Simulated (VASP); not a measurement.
All values below come from r2SCAN meta-GGA, VASP's PBE PAW potentials (set 64) (plane waves; VASP 6.6.1).

The input files of a VASP run:

### KPOINTS
```
Automatic mesh
0
Gamma
7 7 1
0 0 0
```

**INCAR**
```
SYSTEM = Ba(110) slab
PREC = Normal
ENCUT = 400
EDIFF = 1E-5
NELM = 100
ALGO = Normal
LREAL = .FALSE.
LASPH = .TRUE.
ISMEAR = 1
SIGMA = 0.1
METAGGA = R2SCAN
LMIXTAU = .TRUE.
LMAXMIX = 4
LWAVE = .TRUE.
LCHARG = .FALSE.
NELMIN = 4
LDIPOL = .TRUE.
IDIPOL = 3
DIPOL = 0.5 0.5 0.5
IBRION = 2
ISIF = 2
NSW = 50
EDIFFG = -0.03
```

**POSCAR**
```
Ba(110) slab
1.0
  4.3992612700   0.0000000000   0.0000000000
 -1.4664200860   4.1476630160   0.0000000000
  0.0000000000   0.0000000000  25.9547153853
Ba
3
Cartesian
  1.4664205920   2.0738315080   9.3853808116
  0.0000000000   0.0000000000  12.9773576926
  1.4664205920   2.0738315080  16.5693345737
```

POTCAR, in this order: Ba_sv (PBE.64 set). Program: vasp_std.

**OSZICAR**
```
...
DAV:  57    -0.786010843033E+02   -0.37358E-02   -0.20304E-04   913   0.895E-02    0.974E-02
DAV:  58    -0.786013818752E+02   -0.29757E-03   -0.64659E-06   504   0.225E-02    0.971E-02
DAV:  59    -0.786036186600E+02   -0.22368E-02   -0.75014E-05   626   0.895E-02    0.970E-02
DAV:  60    -0.786025575698E+02    0.10611E-02   -0.13618E-04   614   0.125E-01    0.978E-02
DAV:  61    -0.786144681628E+02   -0.11911E-01   -0.15345E-03   847   0.304E-01    0.769E-02
DAV:  62    -0.785903545799E+02    0.24114E-01   -0.12475E-02   614   0.115E+00    0.666E-02
DAV:  63    -0.785838984968E+02    0.64561E-02   -0.66906E-04   874   0.183E-01    0.585E-02
DAV:  64    -0.785977342780E+02   -0.13836E-01   -0.34057E-03   617   0.591E-01    0.629E-02
DAV:  65    -0.785838387378E+02    0.13896E-01   -0.68616E-03   623   0.860E-01    0.868E-02
DAV:  66    -0.785674002578E+02    0.16438E-01   -0.57143E-03   662   0.731E-01    0.928E-02
DAV:  67    -0.785685376713E+02   -0.11374E-02   -0.18649E-04   796   0.570E-02    0.904E-02
DAV:  68    -0.785694830180E+02   -0.94535E-03   -0.13753E-05   515   0.360E-02    0.885E-02
DAV:  69    -0.785686152797E+02    0.86774E-03   -0.51452E-05   650   0.699E-02    0.887E-02
DAV:  70    -0.785784370951E+02   -0.98218E-02   -0.28349E-03   614   0.529E-01    0.836E-02
DAV:  71    -0.785835346886E+02   -0.50976E-02   -0.25490E-04   813   0.124E-01    0.960E-02
DAV:  72    -0.785844376102E+02   -0.90292E-03   -0.29797E-05   634   0.488E-02    0.965E-02
DAV:  73    -0.785864824461E+02   -0.20448E-02   -0.15567E-05   577   0.306E-02    0.966E-02
DAV:  74    -0.785865976076E+02   -0.11516E-03   -0.79351E-07   349   0.675E-03    0.964E-02
DAV:  75    -0.785852706403E+02    0.13270E-02   -0.64738E-05   617   0.816E-02    0.968E-02
DAV:  76    -0.785862222704E+02   -0.95163E-03   -0.65250E-04   817   0.201E-01    0.639E-02
DAV:  77    -0.785868974988E+02   -0.67523E-03   -0.22848E-04   928   0.873E-02    0.546E-02
DAV:  78    -0.785920603758E+02   -0.51629E-02   -0.31038E-04   696   0.150E-01    0.501E-02
DAV:  79    -0.785988335239E+02   -0.67731E-02   -0.31707E-03   620   0.570E-01    0.506E-02
DAV:  80    -0.786032424056E+02   -0.44089E-02   -0.20650E-04   890   0.967E-02    0.622E-02
DAV:  81    -0.786211914724E+02   -0.17949E-01   -0.64534E-03   623   0.828E-01    0.858E-02
DAV:  82    -0.786154850739E+02    0.57064E-02   -0.11480E-03   611   0.344E-01    0.711E-02
DAV:  83    -0.786103167620E+02    0.51683E-02   -0.81414E-04   620   0.288E-01    0.547E-02
DAV:  84    -0.786033882121E+02    0.69285E-02   -0.81378E-04   656   0.299E-01    0.509E-02
DAV:  85    -0.785994609065E+02    0.39273E-02   -0.95192E-04   628   0.311E-01    0.544E-02
DAV:  86    -0.786009818686E+02   -0.15210E-02   -0.34292E-04   617   0.196E-01    0.532E-02
DAV:  87    -0.786013323439E+02   -0.35048E-03   -0.29774E-05   501   0.576E-02    0.499E-02
DAV:  88    -0.786013593160E+02   -0.26972E-04   -0.64377E-06   322   0.269E-02    0.488E-02
DAV:  89    -0.786008663883E+02    0.49293E-03   -0.14131E-04   614   0.125E-01    0.509E-02
DAV:  90    -0.786012436974E+02   -0.37731E-03   -0.23798E-05   563   0.441E-02    0.529E-02
DAV:  91    -0.786017001850E+02   -0.45649E-03   -0.15722E-03   614   0.405E-01    0.354E-02
DAV:  92    -0.786019183648E+02   -0.21818E-03   -0.28725E-04   617   0.178E-01    0.417E-02
DAV:  93    -0.786018882207E+02    0.30144E-04   -0.55869E-05   617   0.700E-02    0.444E-02
DAV:  94    -0.786016271370E+02    0.26108E-03   -0.63304E-06   357   0.254E-02    0.437E-02
DAV:  95    -0.786011337959E+02    0.49334E-03   -0.81904E-06   313   0.303E-02    0.440E-02
DAV:  96    -0.786115240037E+02   -0.10390E-01   -0.12671E-02   608   0.117E+00    0.287E-02
DAV:  97    -0.786106346304E+02    0.88937E-03   -0.60385E-04   678   0.246E-01    0.267E-02
DAV:  98    -0.786076069994E+02    0.30276E-02   -0.26291E-03   608   0.537E-01    0.238E-02
DAV:  99    -0.786075605813E+02    0.46418E-04   -0.31538E-05   743   0.299E-02    0.238E-02
DAV: 100    -0.786066924728E+02    0.86811E-03   -0.23276E-04   632   0.160E-01
   1 F= -.78606692E+02 E0= -.78605987E+02  d E =-.786067E+02
```

### Question
The electronic loop did not converge. What happens with NELM = 200, ALGO = All?

### Answer
The calculation finished and met its thresholds.
**OSZICAR**
```
...
CGA:   9    -0.785308074242E+02   -0.63519E-04   -0.63322E-04   304   0.292E-03  -0.395E-05
CGA:  10    -0.785308672805E+02   -0.59856E-04   -0.59896E-04   304   0.813E-04  -0.725E-05
CGA:  11    -0.785308854648E+02   -0.18184E-04   -0.17769E-04   304   0.619E-04   0.611E-05
CGA:  12    -0.785308939391E+02   -0.84743E-05   -0.84307E-05   304   0.208E-04   0.394E-07
   3 F= -.78530894E+02 E0= -.78529686E+02  d E =-.176146E-02
       N       E                     dE             d eps       ncg     rms           ort
SDA:   1    -0.782498281311E+02    0.28106E+00    0.00000E+00   304   0.163E+01   0.000E+00
CGA:   2    -0.783966375655E+02   -0.14681E+00   -0.15374E+00   304   0.561E+00  -0.498E-01
CGA:   3    -0.784994253170E+02   -0.10279E+00   -0.10279E+00   304   0.919E-01   0.211E-04
CGA:   4    -0.785224925442E+02   -0.23067E-01   -0.23071E-01   304   0.313E-01  -0.198E-04
CGA:   5    -0.785272211425E+02   -0.47286E-02   -0.47183E-02   304   0.198E-01  -0.496E-04
CGA:   6    -0.785300547175E+02   -0.28336E-02   -0.28311E-02   304   0.549E-02  -0.175E-04
CGA:   7    -0.785316456060E+02   -0.15909E-02   -0.15885E-02   304   0.318E-02   0.219E-04
CGA:   8    -0.785322224621E+02   -0.57686E-03   -0.57684E-03   304   0.299E-02   0.319E-05
CGA:   9    -0.785327143781E+02   -0.49192E-03   -0.49208E-03   304   0.823E-03   0.370E-05
CGA:  10    -0.785329455750E+02   -0.23120E-03   -0.23182E-03   304   0.543E-03  -0.103E-04
CGA:  11    -0.785330083986E+02   -0.62824E-04   -0.63024E-04   304   0.242E-03  -0.182E-07
CGA:  12    -0.785330680640E+02   -0.59665E-04   -0.59465E-04   304   0.695E-04   0.479E-05
CGA:  13    -0.785330821161E+02   -0.14052E-04   -0.14052E-04   304   0.662E-04   0.114E-05
CGA:  14    -0.785330912381E+02   -0.91220E-05   -0.90201E-05   304   0.134E-04  -0.326E-07
   4 F= -.78533091E+02 E0= -.78531853E+02  d E =-.395876E-02
       N       E                     dE             d eps       ncg     rms           ort
SDA:   1    -0.773992081667E+02    0.11339E+01    0.00000E+00   304   0.651E+01   0.000E+00
CGA:   2    -0.780145899739E+02   -0.61538E+00   -0.68771E+00   304   0.206E+01  -0.266E+00
CGA:   3    -0.784015111455E+02   -0.38692E+00   -0.38816E+00   304   0.477E+00  -0.139E+00
CGA:   4    -0.784788877569E+02   -0.77377E-01   -0.77240E-01   304   0.228E+00  -0.256E-02
CGA:   5    -0.785102315518E+02   -0.31344E-01   -0.30982E-01   304   0.599E-01  -0.662E-03
CGA:   6    -0.785224340413E+02   -0.12202E-01   -0.12211E-01   304   0.347E-01  -0.236E-03
CGA:   7    -0.785276163341E+02   -0.51823E-02   -0.51809E-02   304   0.170E-01   0.855E-05
CGA:   8    -0.785316025657E+02   -0.39862E-02   -0.39831E-02   304   0.104E-01   0.521E-04
CGA:   9    -0.785332759331E+02   -0.16734E-02   -0.16745E-02   304   0.618E-02   0.243E-04
CGA:  10    -0.785345257521E+02   -0.12498E-02   -0.12499E-02   304   0.255E-02  -0.132E-04
CGA:  11    -0.785349340553E+02   -0.40830E-03   -0.40829E-03   304   0.156E-02  -0.261E-05
CGA:  12    -0.785352224469E+02   -0.28839E-03   -0.28839E-03   304   0.579E-03  -0.556E-05
CGA:  13    -0.785353196449E+02   -0.97198E-04   -0.97442E-04   304   0.360E-03   0.542E-05
CGA:  14    -0.785353793604E+02   -0.59716E-04   -0.59752E-04   304   0.111E-03   0.464E-05
CGA:  15    -0.785353992373E+02   -0.19877E-04   -0.19879E-04   304   0.746E-04  -0.254E-07
CGA:  16    -0.785354113945E+02   -0.12157E-04   -0.12128E-04   304   0.251E-04  -0.169E-05
CGA:  17    -0.785354159040E+02   -0.45095E-05   -0.45112E-05   304   0.183E-04  -0.421E-06
   5 F= -.78535416E+02 E0= -.78534103E+02  d E =-.628343E-02
```

The cell is a thin slab with vacuum, built from Ba (bcc).
